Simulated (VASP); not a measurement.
Output of a VASP run:

OUTCAR:
```
 ion  position               nearest neighbor table
   1  0.002  0.998  0.347-   6 2.55   7 2.55   2 2.56   5 2.56   3 2.56   4 2.57   4 2.57   3 2.58
                             2 2.58
   2  0.500  0.998  0.347-   6 2.55   8 2.55   1 2.56   5 2.56   3 2.56   4 2.57   4 2.57   3 2.58
                             1 2.58
   3  0.002  0.496  0.347-   8 2.55   7 2.55   1 2.56   2 2.56   5 2.57   4 2.57   4 2.57   1 2.58
                             2 2.58
   4  0.502  0.497  0.345-   7 2.56   8 2.56   2 2.57   1 2.57   3 2.57   3 2.57   2 2.57   1 2.57
                             6 2.58
   5  0.169  0.163  0.450-  10 2.55   9 2.55   2 2.56   1 2.56   7 2.56   8 2.56   3 2.57   6 2.57
                             6 2.57  12 2.57   7 2.57   8 2.57
   6  0.668  0.163  0.449-  11 2.54   1 2.55   2 2.55   8 2.56   7 2.56   9 2.56  10 2.56   5 2.57
                             5 2.57   4 2.58   8 2.58   7 2.58
   7  0.171  0.661  0.449-  11 2.52   3 2.55   1 2.55  12 2.55   8 2.55   6 2.56   4 2.56   5 2.56
                             5 2.57   6 2.58   8 2.58  10 2.58
   8  0.668  0.661  0.449-  11 2.52   3 2.55   2 2.55  12 2.55   7 2.55   6 2.56   4 2.56   5 2.56
                             5 2.57   6 2.58   7 2.58   9 2.58
   9  0.836  0.325  0.552-  15 2.54  12 2.54  10 2.55   5 2.55  13 2.55   6 2.56  11 2.57  11 2.57
                             8 2.58  10 2.59  12 2.59  16 2.69
  10  0.339  0.325  0.552-  15 2.54  12 2.54   9 2.55   5 2.55  14 2.55   6 2.56  11 2.57  11 2.57
                             7 2.58   9 2.59  12 2.59  16 2.69
  11  0.838  0.823  0.549-   8 2.52   7 2.52   6 2.54  14 2.54  13 2.54   9 2.57  10 2.57  12 2.57
                            12 2.57   9 2.57  10 2.57  15 2.59
  12  0.340  0.820  0.551-  13 2.53  14 2.53  10 2.54   9 2.54   7 2.55   8 2.55  11 2.57  11 2.57
                             5 2.57  10 2.59   9 2.59  16 2.73
  13  0.005  0.978  0.652-  17 2.29  14 2.50  15 2.50  12 2.53  11 2.54   9 2.55  16 2.58  16 2.58
                            14 2.63  15 2.63
  14  0.518  0.978  0.652-  17 2.29  13 2.50  15 2.50  12 2.53  11 2.54  10 2.55  16 2.58  16 2.58
                            13 2.63  15 2.63
  15  0.005  0.490  0.653-  17 2.31  13 2.50  14 2.50  10 2.54   9 2.54  16 2.58  16 2.58  11 2.59
                            13 2.63  14 2.63
  16  0.509  0.482  0.663-  14 2.58  13 2.58  15 2.58  15 2.58  14 2.58  13 2.58   9 2.69  10 2.69
                            12 2.73
  17  0.179  0.142  0.737-  13 2.29  14 2.29  15 2.31
  LATTYP: Found a hexagonal cell.
 ALAT       =     5.1357212032
 C/A-ratio  =     3.9669873317
 Subroutine PRICEL returns:
 Original cell was already a primitive cell.
 Subroutine GETGRP returns: Found  2 space group operations
The static configuration has the point symmetry C_1 .
 The point group associated with its full space group is C_1h.
The dynamic configuration has the point symmetry C_1 .
 Subroutine INISYM returns: Found  2 space group operations
 Subroutine IBZKPT returns following result:
 Found     13 irreducible k-points:

 Following reciprocal coordinates:
            Coordinates               Weight
  0.000000  0.000000  0.000000      1.000000
  0.166667  0.000000  0.000000      4.000000
  0.000000  0.166667  0.000000      2.000000
  0.333333 -0.000000  0.000000      4.000000
  0.000000  0.333333  0.000000      2.000000
  0.500000  0.000000  0.000000      2.000000
  0.000000  0.500000  0.000000      1.000000
  0.333333  0.166667  0.000000      2.000000
  0.166667  0.333333  0.000000      4.000000
  0.500000  0.166667  0.000000      4.000000
  0.333333  0.500000  0.000000      4.000000
 -0.166667  0.333333  0.000000      4.000000
 -0.333333  0.333333  0.000000      2.000000
   k-points           NKPTS =     13   k-points in BZ     NKDIM =     13   number of bands    NBANDS=    108
   number of dos      NEDOS =    301   number of ions     NIONS =     17
   total plane-waves  NPLWV =  78400
   dimension x,y,z NGX =    28 NGY =   28 NGZ =  100
   dimension x,y,z NGXF=    56 NGYF=   56 NGZF=  200
   ions per type =              16   1
   PREC   = normal    normal or accurate (medium, high low for compatibility)
   ISTART =      1    job   : 0-new  1-cont  2-samecut
   ICHARG =      0    charge: 1-file 2-atom 10-const
   ISPIN  =      1    spin polarized calculation?
   LNONCOLLINEAR =      F non collinear calculations
   LSORBIT =      F    spin-orbit coupling
   INIWAV =      1    electr: 0-lowe 1-rand  2-diag
   ENCUT  =  400.0 eV  29.40 Ry    5.42 a.u.   8.38  8.38 33.22*2*pi/ulx,y,z
   NELM   =    100;   NELMIN=  4; NELMDL=  0     # of ELM steps
   EDIFF  = 0.1E-05   stopping-criterion for ELM
   LREAL  =      F    real-space projection
   NLSPLINE    = F    spline interpolate recip. space projectors
...
```

File OSZICAR:
```
       N       E                     dE             d eps       ncg     rms          rms(c)
DAV:   1    -0.606876805446E+02   -0.60688E+02   -0.29548E-03  4100   0.110E+00    0.991E-02
DAV:   2    -0.607047724819E+02   -0.17092E-01   -0.11979E-01  3628   0.702E+00    0.589E-01
DAV:   3    -0.606870253945E+02    0.17747E-01   -0.82329E-02  3480   0.573E+00    0.312E-02
DAV:   4    -0.606870838174E+02   -0.58423E-04   -0.14160E-04  3316   0.349E-01    0.801E-03
DAV:   5    -0.606870936059E+02   -0.97885E-05   -0.64721E-05  3376   0.934E-02    0.414E-03
DAV:   6    -0.606870946953E+02   -0.10894E-05   -0.98957E-06  2988   0.430E-02    0.180E-03
DAV:   7    -0.606870947297E+02   -0.34433E-07   -0.13299E-06  1712   0.166E-02
   1 F= -.60687095E+02 E0= -.60685829E+02  d E =-.379713E-02
```

File OUTCAR:
```
------------------------ aborting loop because EDIFF is reached ----------------------------------------
  FORCE on cell =-STRESS in cart. coord.  units (eV):
  Direction    XX          YY          ZZ          XY          YZ          ZX
  --------------------------------------------------------------------------------------
  Total       -3.1903788     -3.9478778     -1.0407225      0.0000004      0.4421804     -0.0000001
  in kB      -10.9839117    -13.5918470     -3.5830239      0.0000015      1.5223493     -0.0000002
  external PRESSURE =      -9.3862608 kB  Pullay stress =       0.0000000 kB
  volume of cell :      465.37
      direct lattice vectors                 reciprocal lattice vectors
     5.135721472  0.000000000  0.000000000     0.194714609 -0.112418511  0.000000000
     2.567860233  4.447665241  0.000000000     0.000000000  0.224837065  0.000000000
     0.000000000  0.000000000 20.373340952     0.000000000  0.000000000  0.049083751
 POSITION                                       TOTAL-FORCE (eV/Angst)
 -----------------------------------------------------------------------------------
      2.57268      4.43825      7.07491        -0.000189     -0.008671     -0.010259
      5.13090      4.43825      7.07491         0.000189     -0.008671     -0.010259
      1.28393      2.20730      7.07149         0.000000     -0.011763     -0.004075
      3.85179      2.20901      7.03825         0.000000     -0.006658      0.002846
      1.28393      0.72447      9.16662         0.000000     -0.022436      0.015570
      3.85179      0.72637      9.14703        -0.000000      0.000526      0.004200
      2.57544      2.94020      9.13910        -0.006250     -0.011476      0.017503
      5.12815      2.94020      9.13910         0.006250     -0.011476      0.017503
      5.12590      1.44592     11.24755        -0.013070      0.003036     -0.003457
      2.57767      1.44592     11.24755         0.013070      0.003036     -0.003457
      6.41965      3.66189     11.18348         0.000000     -0.021212      0.004985
      3.85179      3.64690     11.23368        -0.000000      0.003794     -0.013724
      2.53502      4.34780     13.28119        -0.020296      0.015680     -0.010557
      5.16856      4.34780     13.28119         0.020296      0.015680     -0.010557
      1.28393      2.18074     13.30447        -0.000000      0.022222     -0.004150
      3.85179      2.14599     13.51072        -0.000000      0.011961     -0.004041
      1.28393      0.62964     15.01049        -0.000000      0.026427      0.011930
 -----------------------------------------------------------------------------------
    total drift:                                0.000056     -0.014119      0.003943
  FREE ENERGIE OF THE ION-ELECTRON SYSTEM (eV)
  ---------------------------------------------------
  free  energy   TOTEN  =       -60.6870947297 eV

  energy  without entropy=      -60.6832975982  energy(sigma->0) =      -60.68582902

 total charge

# of ion       s       p       d       tot
------------------------------------------
    1        0.449   0.287   9.185   9.921
    2        0.449   0.287   9.185   9.921
    3        0.448   0.287   9.185   9.920
    4        0.452   0.283   9.182   9.917
    5        0.437   0.368   9.183   9.987
    6        0.441   0.370   9.180   9.990
    7        0.442   0.370   9.180   9.992
    8        0.442   0.370   9.180   9.992
    9        0.440   0.367   9.174   9.981
   10        0.440   0.367   9.174   9.981
   11        0.462   0.383   9.170  10.014
   12        0.442   0.369   9.174   9.984
   13        0.481   0.388   9.151  10.020
   14        0.481   0.388   9.151  10.020
   15        0.478   0.381   9.152  10.011
   16        0.396   0.277   9.192   9.865
   17        0.884   0.694   0.000   1.578
--------------------------------------------------
tot          8.064   6.233 146.798 161.095
```
(Selected blocks of OUTCAR.)

**POSCAR**
```
Cu16Si
1
    5.1357214723     0.0000000000     0.0000000000
    2.5678602332     4.4476652414     0.0000000000
    0.0000000000     0.0000000000    20.3733409520
Cu Si
16 1
Direct
  0.0019979025   0.9978826840   0.3472632758
  0.5001194134   0.9978826840   0.3472632758
  0.0018583811   0.4962832376   0.3470953940
  0.5016665837   0.4966668326   0.3454636632
  0.1685562936   0.1628884127   0.4499319114
  0.6683433780   0.1633142442   0.4489703406
  0.1709424925   0.6610670391   0.4485811294
  0.6679914683   0.6610670391   0.4485811294
  0.8355402265   0.3250963952   0.5520718504
  0.3393623782   0.3250963952   0.5520718504
  0.8383350792   0.8233288416   0.5489269630
  0.3400198374   0.8199593251   0.5513910598
  0.0048334547   0.9775459728   0.6518908579
  0.5176205725   0.9775459728   0.6518908579
  0.0048442391   0.4903115219   0.6530333371
  0.5087511594   0.4824976813   0.6631567849
  0.1792171396   0.1415657208   0.7367713193
```

Question: Reconstruct the remaining input files.

Answer: Several could match; the one computed here: the input of the run itself, PBE GGA, plane waves, VASP's PBE PAW potentials (set 64).

INCAR:
```
! general
SYSTEM =Cu16Si
PREC   =Normal
ENCUT  =400
LREAL  =.False.
LASPH  =.True.

! electronic loop
EDIFF  =1E-6
NELM   =100
NELMIN =4
ALGO   =Normal
LMAXMIX=4

! smearing
ISMEAR =1
SIGMA  =0.1

! functional
GGA    =PE

! output
LWAVE  =.False.
LCHARG =.False.
LORBIT =11
LVHAR  =.True.

! other
LDIPOL =.True.
IDIPOL =3
DIPOL  =0.5 0.5 0.5
```

**KPOINTS**
```
Automatic mesh
0
Gamma
 6 6 1
0 0 0
```

POTCAR, in this order: Cu Si (PBE.64 set). Program: vasp_std. Read from the step before: WAVECAR.

The cell is a thin slab with vacuum, built from Cu (fcc): (111) face, Si adsorbed.
